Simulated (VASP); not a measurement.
Data:

```
CdS
1.0
    0.00000     2.99828     2.99828
    2.99828     0.00000     2.99828
    2.99828     2.99828     0.00000
Cd S
1 1
Cartesian
  0.00000   0.00000   0.00000
  1.49914   1.49914   1.49914
```

Calculation: TPSS meta-GGA, VASP's PBE PAW potentials (set 64) (plane waves; VASP). Numerical set-up: 520 eV cut-off, 8×8×8 Γ-centred mesh, Gaussian smearing of 0.050 eV, potentials Cd S.

Give the stress tensor in GPa (positive for a compressed cell).

```
-1.49   0.00   0.00
 0.00  -1.49   0.00
 0.00   0.00  -1.49
```
The pressure is its mean diagonal, -1.49 GPa.

The compound is CdS in the zinc blende structure, a metastable form; wurtzite is the usual one. This cell is one point of a volume scan, at 1.03 of the reference volume.
